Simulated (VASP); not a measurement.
Level of theory: HSE06 screened hybrid, VASP's PBE PAW potentials (set 64) (plane waves; VASP).

Input for VASP

KPOINTS:
```
K-points
0
G
 6 6 6
```

**POSCAR**
```
ZnSe
1
    0.0000000000     2.8112644500     2.8112644500
    2.8112644500     0.0000000000     2.8112644500
    2.8112644500     2.8112644500     0.0000000000
Zn Se
1 1
Direct
  1.0000000000   0.0000000000   1.0000000000
  0.2500000000   0.2500000000   0.2500000000
```

**INCAR**
```
! general
SYSTEM   = ZnSe
PREC     = Accurate
ENCUT    = 520
LREAL    = .FALSE.
LASPH    = .TRUE.   ! aspherical one-centre terms
ISYM     = 3

! electronic loop
EDIFF    = 1E-6   ! SCF stop (eV)
NELM     = 60
ALGO     = Normal
LMAXMIX  = 4   ! l cut-off of mixed one-centre charges

! smearing
ISMEAR   = 0   ! Gaussian
SIGMA    = 0.05   ! width (eV)

! functional
GGA      = PE
LHFCALC  = .TRUE.
AEXX     = 0.25
HFSCREEN = 0.2   ! 1/Angstrom
PRECFOCK = Fast

! ions
ISIF     = 2   ! forces and stress, cell fixed

! output
LWAVE    = .FALSE.
LCHARG   = .FALSE.
```

POTCAR, in this order: Zn Se (PBE.64 set). Program: vasp_std. Read from the step before: WAVECAR.

Output of the run:

### OSZICAR
```
       N       E                     dE             d eps       ncg     rms          rms(c)
DAV:   1    -0.744922194303E+01   -0.74492E+01   -0.76742E-01   531   0.283E+01    0.208E+00
DAV:   2    -0.743155142832E+01    0.17671E-01   -0.20381E-01   491   0.990E+00    0.112E+00
DAV:   3    -0.743191230383E+01   -0.36088E-03   -0.19793E-02   506   0.251E+00    0.718E-01
DAV:   4    -0.743162513390E+01    0.28717E-03   -0.16129E-03   471   0.540E-01    0.421E-01
DAV:   5    -0.743150832080E+01    0.11681E-03   -0.21872E-04   542   0.177E-01    0.244E-01
DAV:   6    -0.743148084713E+01    0.27474E-04   -0.45149E-05   456   0.673E-02    0.137E-01
DAV:   7    -0.743146901283E+01    0.11834E-04   -0.47289E-06   461   0.274E-02    0.761E-02
DAV:   8    -0.743146470239E+01    0.43104E-05   -0.16005E-06   431   0.122E-02    0.412E-02
DAV:   9    -0.743146306201E+01    0.16404E-05   -0.58130E-07   228   0.695E-03    0.224E-02
DAV:  10    -0.743146284805E+01    0.21396E-06   -0.27434E-07   208   0.495E-03
   1 F= -.74314628E+01 E0= -.74314628E+01  d E =-.515203E-14
```

OUTCAR:
```
------------------------ aborting loop because EDIFF is reached ----------------------------------------
  FORCE on cell =-STRESS in cart. coord.  units (eV):
  Direction    XX          YY          ZZ          XY          YZ          ZX
  --------------------------------------------------------------------------------------
  Total        0.7857966      0.7857966      0.7857966      0.0000000      0.0000000      0.0000000
  in kB       28.3325480     28.3325480     28.3325480      0.0000000      0.0000000      0.0000000
  external PRESSURE =      28.3325480 kB  Pullay stress =       0.0000000 kB
  volume of cell :       44.44
      direct lattice vectors                 reciprocal lattice vectors
     0.000000000  2.811264450  2.811264450    -0.177855911  0.177855911  0.177855911
     2.811264450  0.000000000  2.811264450     0.177855911 -0.177855911  0.177855911
     2.811264450  2.811264450  0.000000000     0.177855911  0.177855911 -0.177855911
  FREE ENERGIE OF THE ION-ELECTRON SYSTEM (eV)
  ---------------------------------------------------
  free  energy   TOTEN  =        -7.4314628481 eV

  energy  without entropy=       -7.4314628481  energy(sigma->0) =       -7.43146285

  exchange ACFDT corr.  =         0.00000000  see jH, gK, PRB 81, 115126
```
(Selected blocks of OUTCAR.)

The compound is ZnSe in the zinc blende structure. This cell is one point of a volume scan, at 0.94 of the reference volume. The cell's shape comes from a PBE relaxation.
